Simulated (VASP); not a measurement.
Method: PBEsol GGA, VASP's PBE PAW potentials (set 64) (plane waves; VASP 6.6.1).

The input files of a VASP run:

### INCAR
```
SYSTEM = Mg2ZnO3
PREC = Accurate
ENCUT = 520
EDIFF = 1E-6
NELM = 100
ALGO = Normal
LREAL = .FALSE.
LASPH = .TRUE.
ISMEAR = 0
SIGMA = 0.05
GGA = PS
LMAXMIX = 4
LWAVE = .FALSE.
LCHARG = .FALSE.
IBRION = 2
ISIF = 3
NSW = 60
EDIFFG = -0.02
```

### POSCAR
```
Mg2ZnO3
1
    2.9952875830    -0.0000000000    -0.0000000000
   -1.4976437915     2.5939950907    -0.0000000000
    0.0000000000    -0.0000000000     7.3094945193
Mg Zn O
2 1 3
Direct
  0.3333330000   0.6666670000   0.6658592842
  0.6666670000   0.3333330000   0.3341407158
  0.0000000000   0.0000000000   0.0000000000
  0.3333330000   0.6666670000   0.1721099064
  0.6666670000   0.3333330000   0.8278900936
  0.0000000000   0.0000000000   0.5000000000
```

KPOINTS:
```
Automatic mesh
0
Gamma
8 8 3
0 0 0
```

POTCAR, in this order: Mg Zn O (PBE.64 set). Program: vasp_std.

Output of the run:

OSZICAR:
```
       N       E                     dE             d eps       ncg     rms          rms(c)
DAV:   1     0.286237414879E+03    0.28624E+03   -0.17345E+04  1058   0.189E+03
DAV:   2    -0.975519778565E+01   -0.29599E+03   -0.28036E+03  1238   0.418E+02
DAV:   3    -0.383118510482E+02   -0.28557E+02   -0.28398E+02  1250   0.138E+02
DAV:   4    -0.388773165373E+02   -0.56547E+00   -0.56438E+00  1255   0.205E+01
DAV:   5    -0.388836608415E+02   -0.63443E-02   -0.63430E-02  1215   0.224E+00    0.132E+01
DAV:   6    -0.344606149654E+02    0.44230E+01   -0.17722E+01  1583   0.740E+01    0.743E+00
DAV:   7    -0.345939559320E+02   -0.13334E+00   -0.26275E+00  1085   0.138E+01    0.483E+00
DAV:   8    -0.345828041119E+02    0.11152E-01   -0.83667E-01  1661   0.105E+01    0.159E+00
DAV:   9    -0.345256379469E+02    0.57166E-01   -0.16543E-01  1655   0.852E+00    0.550E-01
DAV:  10    -0.345238147948E+02    0.18232E-02   -0.63485E-02  1360   0.213E+00    0.922E-02
DAV:  11    -0.345239645626E+02   -0.14977E-03   -0.16691E-03  1394   0.524E-01    0.784E-02
DAV:  12    -0.345239059584E+02    0.58604E-04   -0.42136E-04  1514   0.244E-01    0.140E-02
DAV:  13    -0.345239102083E+02   -0.42499E-05   -0.65521E-05  1409   0.106E-01    0.851E-03
DAV:  14    -0.345239088762E+02    0.13321E-05   -0.74372E-06  1485   0.626E-02    0.201E-03
DAV:  15    -0.345239089967E+02   -0.12050E-06   -0.15870E-06   953   0.141E-02
   1 F= -.34523909E+02 E0= -.34523909E+02  d E =-.345239E+02
       N       E                     dE             d eps       ncg     rms          rms(c)
DAV:   1    -0.345241839367E+02   -0.27506E-03   -0.67560E-03  1278   0.129E+00    0.113E-01
DAV:   2    -0.345239813303E+02    0.20261E-03   -0.10534E-03  1337   0.593E-01    0.367E-02
DAV:   3    -0.345239669346E+02    0.14396E-04   -0.39094E-05  1592   0.120E-01    0.186E-02
DAV:   4    -0.345239611012E+02    0.58334E-05   -0.11471E-05  1665   0.492E-02    0.580E-03
DAV:   5    -0.345239604298E+02    0.67140E-06   -0.17409E-06   746   0.121E-02
   2 F= -.34523960E+02 E0= -.34523960E+02  d E =-.514331E-04
```

**OUTCAR**
```
------------------------ aborting loop because EDIFF is reached ----------------------------------------
  FORCE on cell =-STRESS in cart. coord.  units (eV):
  Direction    XX          YY          ZZ          XY          YZ          ZX
  --------------------------------------------------------------------------------------
  Total       -0.0034696     -0.0034696     -0.0226725      0.0000000     -0.0000000      0.0000000
  in kB       -0.0977924     -0.0977924     -0.6390433      0.0000000     -0.0000000      0.0000000
  external PRESSURE =      -0.2782094 kB  Pullay stress =       0.0000000 kB
  volume of cell :       56.84
      direct lattice vectors                 reciprocal lattice vectors
     2.996564028  0.000000000  0.000000000     0.333715546  0.192670764 -0.000000000
    -1.498282014  2.595100524  0.000000000     0.000000000  0.385341527  0.000000000
     0.000000000  0.000000000  7.309735920    -0.000000000 -0.000000000  0.136803848
 POSITION                                       TOTAL-FORCE (eV/Angst)
 -----------------------------------------------------------------------------------
     -0.00000      1.73007      4.86824        -0.000000      0.000000      0.001981
      1.49828      0.86503      2.44150        -0.000000     -0.000000     -0.001981
      2.99656      0.00000      7.30974        -0.000000      0.000000     -0.000000
     -0.00000      1.73007      1.25763        -0.000000     -0.000000     -0.011302
      1.49828      0.86503      6.05211         0.000000      0.000000      0.011302
      2.99656      0.00000      3.65487        -0.000000      0.000000     -0.000000
 -----------------------------------------------------------------------------------
    total drift:                                0.000000     -0.000000     -0.000000
  FREE ENERGIE OF THE ION-ELECTRON SYSTEM (eV)
  ---------------------------------------------------
  free  energy   TOTEN  =       -34.5239604298 eV

  energy  without entropy=      -34.5239604298  energy(sigma->0) =      -34.52396043

 reached required accuracy - stopping structural energy minimisation
```
(Selected blocks of OUTCAR.)

CONTCAR:
```
Mg2ZnO3
   1.00000000000000
     2.9965640279465915    0.0000000000000000    0.0000000000000000
    -1.4982820139732957    2.5951005243891476    0.0000000000000000
     0.0000000000000000    0.0000000000000000    7.3097359197853686
  Mg              Zn              O
     2     1     3
Direct
     0.3333330000000032    0.6666669999999968    0.6659932969272538
     0.6666669999999968    0.3333330000000032    0.3340067030727461
     1.0000000000000000    0.0000000000000000    1.0000000000000000
     0.3333330000000032    0.6666669999999968    0.1720486353685815
     0.6666669999999968    0.3333330000000032    0.8279513646314185
     1.0000000000000000    0.0000000000000000    0.5000000000000000
```

### OUTCAR
```
 val. band max:        2.9807823822   @ k =   0.0000   0.0000   0.3333

 cond. band min:       6.0381657708   @ k =   0.0000   0.0000   0.0000


 Fermi energy:         3.2501532408

 k-point     1 :       0.0000    0.0000    0.0000
  band No.  band energies     occupation
      1     -14.7817      2.00000
      2     -13.8863      2.00000
      3     -13.6560      2.00000
      4      -2.7035      2.00000
      5      -1.7665      2.00000
      6      -1.7664      2.00000
      7      -1.0939      2.00000
      8      -1.0889      2.00000
      9      -1.0889      2.00000
     10      -0.3353      2.00000
     11       1.9704      2.00000
     12       1.9704      2.00000
     13       2.4658      2.00000
     14       2.4878      2.00000
     15       2.4878      2.00000
     16       2.9119      2.00000
     17       2.9119      2.00000
     18       6.0382      0.00000
     19       9.3654      0.00000
     20       9.7165      0.00000
     21      14.3738      0.00000

 k-point     2 :       0.1250   -0.0000    0.0000
  band No.  band energies     occupation
      1     -14.6307      2.00000
      2     -13.8054      2.00000
      3     -13.5674      2.00000
      4      -2.5418      2.00000
      5      -2.0020      2.00000
      6      -1.7130      2.00000
      7      -1.2005      2.00000
      8      -1.1250      2.00000
      9      -0.6992      2.00000
     10      -0.4901      2.00000
     11       1.5583      2.00000
     12       1.6568      2.00000
     13       1.8617      2.00000
     14       1.9958      2.00000
     15       2.3836      2.00000
     16       2.7835      2.00000
     17       2.8346      2.00000
     18       6.9242      0.00000
     19      10.1345      0.00000
     20      10.2676      0.00000
     21      14.2383      0.00000

 k-point     3 :       0.2500   -0.0000    0.0000
  band No.  band energies     occupation
      1     -14.2305      2.00000
      2     -13.6068      2.00000
      3     -13.3502      2.00000
...
```

The structure comes from a computed database's Mg2ZnO3 entry (P-3m1); how it stands against other phases isn't given here. This run relaxes it. Symmetry was kept, so distortions that lower it aren't found. The start is the result of an earlier pass.
